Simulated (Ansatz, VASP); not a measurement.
# NaSnF3 in two plane-wave programs, part 3 of 3

Wanted: the spread between two codes on one cell, functional and k mesh. The cell is generated by rule, not measured, and may not be a known phase. The cell is taken from a series of runs on this material, whose earlier steps may have relaxed, scaled, displaced or heated it; both programs get it as it stands.

VASP 6.6.1 and Ansatz 0.2.0.

So far: Starting point; Ansatz: zone-centre phonons, LDA; VASP: zone-centre phonons, LDA.

**3. VASP: zone-centre phonons, LDA (continued)**

Level of this step: LDA; plane waves and PAW (Na_pv, Sn_d, F); invented cell (VASP).

Numbers of over 12 decimals in the logs are rounded to 6 here.

OUTCAR, selected parts (step 3):

```text
ion  position               nearest neighbor table
   1  0.041  0.041  0.041-   5 2.22   4 2.22   3 2.22   2 3.07   2 3.10
   2  0.539  0.539  0.539-   5 2.11   4 2.11   3 2.11   5 2.49   4 2.49   3 2.49   1 3.07   1 3.10

  LATTYP: Found a trigonal (rhomboedric) cell.
 ALAT       =     4.4418051899
 COS(alpha) =    -0.1785810074

 Subroutine GETGRP returns: Found  6 space group operations
 (whereof  6 operations were pure point group operations)

The static configuration has the point symmetry C_3v.

 Found     32 irreducible k-points:

   k-points           NKPTS =     32   k-points in BZ     NKDIM =     32   number of bands    NBANDS=     27

   dimension x,y,z NGX =    36 NGY =   36 NGZ =   36
   dimension x,y,z NGXF=    72 NGYF=   72 NGZF=   72

   ENCUT  =  600.0 eV  44.10 Ry    6.64 a.u.   8.87  8.87  8.87*2*pi/ulx,y,z

   NELECT =      42.0000    total number of electrons

 k-points in reciprocal lattice and weights: Automatic mesh
   0.00000000  0.00000000  0.00000000       0.005
   0.16666667 -0.00000000  0.00000000       0.028
   0.33333333 -0.00000000  0.00000000       0.028
   0.50000000 -0.00000000  0.00000000       0.014
   0.16666667  0.16666667  0.00000000       0.028
   0.33333333  0.16666667  0.00000000       0.056
   0.50000000  0.16666667  0.00000000       0.056
  -0.33333333  0.16666667 -0.00000000       0.056
  -0.16666667  0.16666667  0.00000000       0.028
[...]
-0.33333333  0.50000000  0.33333333       0.028
   0.50000000  0.50000000  0.50000000       0.005

 average (electrostatic) potential at core
       1 -45.3328       2-103.8298       3 -76.8730       4 -76.8730       5 -76.8730

  Total        0.0265633      0.0265633      0.1685832      0.0000000      0.0000000      0.0000000
  in kB        0.5139307      0.5139307      3.2616406      0.0000000      0.0000000      0.0000000
  external PRESSURE =       1.4298340 kB  Pullay stress =       0.0000000 kB

  energy-cutoff  :      600.00
  volume of cell :       82.81
      direct lattice vectors                 reciprocal lattice vectors
     3.409763272  1.968627743  2.056125624     0.146637746  0.084661342  0.162117202
    -3.409763272  1.968627743  2.056125624    -0.146637746  0.084661342  0.162117202
     0.000000000 -3.937255486  2.056125624     0.000000000 -0.169322684  0.162117202

[...]
2    -0.69471    -1.03703    -0.46582
    3    -0.61306    -0.35395    -1.29812
 ion    5
    1    -0.63594     0.00000     0.00000
    2     0.00000    -2.24030     0.93163
    3     0.00000     0.70790    -1.29812

 Eigenvectors and eigenvalues of the dynamical matrix
 ----------------------------------------------------

   1 f  =   11.129402 THz    69.928095 2PiTHz  371.236890 cm-1    46.027487 meV
             X         Y         Z           dx          dy          dz
      0.000000  0.000000  0.253483    -0.000000   -0.000000    0.229349
      0.000000  0.000000  3.325944    -0.000000   -0.000000   -0.261619
      1.318795 -0.761407  1.869029    -0.454255    0.262265    0.133620
     -1.318795 -0.761407  1.869029     0.454255    0.262265    0.133620
      0.000000  1.522814  1.869029    -0.000000   -0.524529    0.133620

   2 f  =    8.817502 THz    55.401999 2PiTHz  294.120206 cm-1    36.466242 meV
             X         Y         Z           dx          dy          dz
      0.000000  0.000000  0.253483    -0.000000   -0.000000    0.353282
      0.000000  0.000000  3.325944    -0.000000   -0.000000    0.405321
      1.318795 -0.761407  1.869029    -0.116946    0.067519   -0.467690
     -1.318795 -0.761407  1.869029     0.116946    0.067519   -0.467690
      0.000000  1.522814  1.869029    -0.000000   -0.135037   -0.467690

   3 f  =    8.649624 THz    54.347188 2PiTHz  288.520388 cm-1    35.771953 meV
             X         Y         Z           dx          dy          dz
      0.000000  0.000000  0.253483    -0.049121   -0.000001   -0.000000
      0.000000  0.000000  3.325944    -0.192413   -0.000003   -0.000000
      1.318795 -0.761407  1.869029     0.363340   -0.320622   -0.476478
     -1.318795 -0.761407  1.869029     0.363350    0.320622    0.476486
      0.000000  1.522814  1.869029    -0.191988    0.000008   -0.000008

   4 f  =    8.649624 THz    54.347188 2PiTHz  288.520388 cm-1    35.771953 meV
             X         Y         Z           dx          dy          dz
      0.000000  0.000000  0.253483    -0.000001    0.049121    0.000000
      0.000000  0.000000  3.325944    -0.000003    0.192413    0.000000
      1.318795 -0.761407  1.869029     0.320627    0.006872   -0.275104
     -1.318795 -0.761407  1.869029    -0.320616    0.006882   -0.275090
      0.000000  1.522814  1.869029    -0.000003   -0.548456    0.550194

   5 f  =    7.405893 THz    46.532598 2PiTHz  247.033997 cm-1    30.628298 meV
             X         Y         Z           dx          dy          dz
      0.000000  0.000000  0.253483    -0.000000   -0.000000   -0.840483
      0.000000  0.000000  3.325944    -0.000000    0.000000    0.412381
      1.318795 -0.761407  1.869029    -0.173135    0.099960   -0.034775
     -1.318795 -0.761407  1.869029     0.173135    0.099960   -0.034775
      0.000000  1.522814  1.869029    -0.000000   -0.199919   -0.034775

   6 f  =    6.852895 THz    43.058012 2PiTHz  228.587986 cm-1    28.341285 meV
             X         Y         Z           dx          dy          dz
      0.000000  0.000000  0.253483    -0.370145    0.000017    0.000000
      0.000000  0.000000  3.325944    -0.051135    0.000002   -0.000000
      1.318795 -0.761407  1.869029     0.333438   -0.266984    0.489314
     -1.318795 -0.761407  1.869029     0.333414    0.266982   -0.489288
      0.000000  1.522814  1.869029    -0.129002   -0.000022   -0.000026

   7 f  =    6.852895 THz    43.058012 2PiTHz  228.587986 cm-1    28.341285 meV
             X         Y         Z           dx          dy          dz
      0.000000  0.000000  0.253483    -0.000017   -0.370145    0.000000
      0.000000  0.000000  3.325944    -0.000002   -0.051135   -0.000000
      1.318795 -0.761407  1.869029    -0.266968    0.025129   -0.282476
     -1.318795 -0.761407  1.869029     0.266998    0.025153   -0.282520
      0.000000  1.522814  1.869029    -0.000006    0.487569    0.564996

   8 f  =    4.446844 THz    27.940343 2PiTHz  148.330740 cm-1    18.390660 meV
             X         Y         Z           dx          dy          dz
      0.000000  0.000000  0.253483    -0.071971    0.000000    0.000000
      0.000000  0.000000  3.325944     0.523074   -0.000002   -0.000000
      1.318795 -0.761407  1.869029    -0.279401   -0.229615   -0.024043
     -1.318795 -0.761407  1.869029    -0.279403    0.229619    0.024043
      0.000000  1.522814  1.869029    -0.677110    0.000001    0.000000

   9 f  =    4.446844 THz    27.940343 2PiTHz  148.330740 cm-1    18.390660 meV
             X         Y         Z           dx          dy          dz
      0.000000  0.000000  0.253483     0.000000    0.071971   -0.000000
      0.000000  0.000000  3.325944    -0.000002   -0.523074    0.000000
      1.318795 -0.761407  1.869029     0.229618    0.544542   -0.013881
     -1.318795 -0.761407  1.869029    -0.229616    0.544540   -0.013881
      0.000000  1.522814  1.869029     0.000003    0.146833    0.027762

  10 f  =    3.065367 THz    19.260270 2PiTHz  102.249644 cm-1    12.677334 meV
             X         Y         Z           dx          dy          dz
      0.000000  0.000000  0.253483     0.000000    0.000000    0.000000
      0.000000  0.000000  3.325944    -0.000000    0.000000   -0.000000
      1.318795 -0.761407  1.869029     0.288675    0.500000    0.000000
     -1.318795 -0.761407  1.869029     0.288675   -0.500000   -0.000000
      0.000000  1.522814  1.869029    -0.577350   -0.000000   -0.000000

  11 f  =    2.311602 THz    14.524227 2PiTHz   77.106759 cm-1     9.560015 meV
             X         Y         Z           dx          dy          dz
      0.000000  0.000000  0.253483     0.855405   -0.000006    0.000000
      0.000000  0.000000  3.325944    -0.305826    0.000002    0.000000
      1.318795 -0.761407  1.869029     0.014790   -0.152289    0.181572
     -1.318795 -0.761407  1.869029     0.014787    0.152292   -0.181570
      0.000000  1.522814  1.869029    -0.248987   -0.000001   -0.000002

  12 f  =    2.311602 THz    14.524227 2PiTHz   77.106759 cm-1     9.560015 meV
             X         Y         Z           dx          dy          dz
      0.000000  0.000000  0.253483    -0.000006   -0.855405   -0.000000
      0.000000  0.000000  3.325944     0.000002    0.305826    0.000000
      1.318795 -0.761407  1.869029     0.152291    0.161063    0.104829
     -1.318795 -0.761407  1.869029    -0.152291    0.161061    0.104831
      0.000000  1.522814  1.869029     0.000002   -0.102713   -0.209660

  13 f/i=    0.006246 THz     0.039245 2PiTHz    0.208343 cm-1     0.025831 meV
             X         Y         Z           dx          dy          dz
      0.000000  0.000000  0.253483    -0.000000    0.000000    0.340851
      0.000000  0.000000  3.325944    -0.000000    0.000000    0.772795
      1.318795 -0.761407  1.869029    -0.000057    0.000033    0.309089
     -1.318795 -0.761407  1.869029     0.000057    0.000033    0.309089
      0.000000  1.522814  1.869029    -0.000000   -0.000065    0.309089

  14 f/i=    0.032940 THz     0.206970 2PiTHz    1.098771 cm-1     0.136230 meV
             X         Y         Z           dx          dy          dz
      0.000000  0.000000  0.253483    -0.022525   -0.350963    0.000000
      0.000000  0.000000  3.325944    -0.049332   -0.768630    0.000000
      1.318795 -0.761407  1.869029    -0.017414   -0.305034    0.000960
     -1.318795 -0.761407  1.869029    -0.022108   -0.305336    0.001201
      0.000000  1.522814  1.869029    -0.019500   -0.309250   -0.002161

  15 f/i=    0.032940 THz     0.206970 2PiTHz    1.098771 cm-1     0.136230 meV
             X         Y         Z           dx          dy          dz
      0.000000  0.000000  0.253483    -0.350963    0.022525   -0.000000
      0.000000  0.000000  3.325944    -0.768630    0.049332   -0.000000
      1.318795 -0.761407  1.869029    -0.308046    0.021934   -0.001941
     -1.318795 -0.761407  1.869029    -0.307745    0.017240    0.001802
      0.000000  1.522814  1.869029    -0.303830    0.019848    0.000139

 MACROSCOPIC STATIC DIELECTRIC TENSOR IONIC CONTRIBUTION
 ------------------------------------------------------
           9.635485    -0.000000    -0.000000
          -0.000000     9.635485     0.000000
          -0.000000     0.000000     2.980222
 ------------------------------------------------------

 ELASTIC MODULI CONTR FROM IONIC RELAXATION (kBar)
 Direction    XX          YY          ZZ          XY          YZ          ZX
 --------------------------------------------------------------------------------
 XX        -479.4764    -66.7058   -318.2568      0.0000    -62.7259     -0.0000
 YY         -66.7058   -479.4764   -318.2568      0.0000     62.7259      0.0000
 ZZ        -318.2568   -318.2568   -503.3112      0.0000      0.0000     -0.0000
 XY           0.0000      0.0000      0.0000   -206.8528     -0.0000    -77.7959
 YZ         -62.7259     62.7259      0.0000      0.0000   -310.8999      0.0000
 ZX           0.0000      0.0000     -0.0000    -77.7959      0.0000   -378.4398
 --------------------------------------------------------------------------------

 PIEZOELECTRIC TENSOR IONIC CONTR  for field in x, y, z        (C/m^2)
          XX          YY          ZZ          XY          YZ          ZX
  --------------------------------------------------------------------------------
  x     0.00000     0.00000     0.00000    -0.29338    -0.00000    -0.79406
  y    -0.29338     0.29338     0.00000    -0.00000    -0.64336    -0.00000
  z    -0.54316    -0.54316    -0.35944     0.00000     0.00000     0.00000
```

**4. Differences**

Known differences besides the potentials themselves: the two LDA forms differ slightly; fixed occupations in Ansatz, narrow Gaussian smearing in VASP; VASP's response is taken on the typed mesh, Ansatz refines its own for the field response alone; the data sets hold 44 valence electrons in Ansatz (on its PAW soft_1 files) and 42 in VASP; the cutoff is 420 eV in Ansatz and 600 eV in VASP; VASP's log shows a relativistic correction to its local exchange, Ansatz's none; VASP's log repeats an internal error in its field response. Total energies have different zeros and are not compared.

The two programs side by side:

```tsv
quantity	Ansatz	VASP	difference
ε∞ xx	2.98	2.99	-0.29 %
ε∞ yy	2.98	2.99	-0.29 %
ε∞ zz	2.83	2.84	-0.09 %
Born charge of Na1 (mean of the diagonal) (e)	1.11	1.11	0.00
Born charge of Sn2 (mean of the diagonal) (e)	3.07	3.06	0.00
Born charge of F3 (mean of the diagonal) (e)	-1.39	-1.39	0.00
optical mode 1 to 2 (cm⁻¹)	78.5	77.1	+1.76 %
optical mode 3 (cm⁻¹)	103.0	102.2	+0.77 %
optical mode 4 to 5 (cm⁻¹)	146.8	148.3	-1.01 %
optical mode 6 to 7 (cm⁻¹)	225.8	228.6	-1.21 %
optical mode 8 (cm⁻¹)	245.8	247.0	-0.48 %
optical mode 9 to 10 (cm⁻¹)	275.3	288.5	-4.57 %
optical mode 11 (cm⁻¹)	289.0	294.1	-1.75 %
optical mode 12 (cm⁻¹)	362.3	371.2	-2.41 %
```

Modes are paired by rising frequency, not by their patterns, so a pair may set unlike modes beside each other; they are those without the splitting of longitudinal modes.

**5. Results**

| Quantity | Value |
| --- | --- |
| r.m.s. difference of the optical zone-centre modes, each program's sorted by frequency (zone-centre phonons, LDA) | 6.3 cm⁻¹ |
| difference in optical mode 9 to 10 (zone-centre phonons, LDA) | -4.6 % |

The r.m.s. difference of the optical zone-centre modes, each program's sorted by frequency is 6.3 cm⁻¹ (zone-centre phonons, LDA). The data sets hold unlike numbers of valence electrons (44 in Ansatz and 42 in VASP), so part of the differences comes from the potentials. Among the rows given in per cent, the largest difference of the zone-centre phonons, LDA pair is in optical mode 9 to 10, -4.6 %. Such differences can come from data sets, numerical settings and the points named under the comparisons, not from the functional's error against experiment.

[Lines on the potential files, build, host, timing and source positions are cut from VASP's logs without a mark.]

[Logs are printed without paths, hosts, clocks, repeated set-up lines and the standing remarks that a program may print on its own settings, such as how far it seeks lower states.]

[Hosts, paths, dates, database ids (printed as entryN), source tags and the programs' standing remarks are cut or masked in the printed files.]
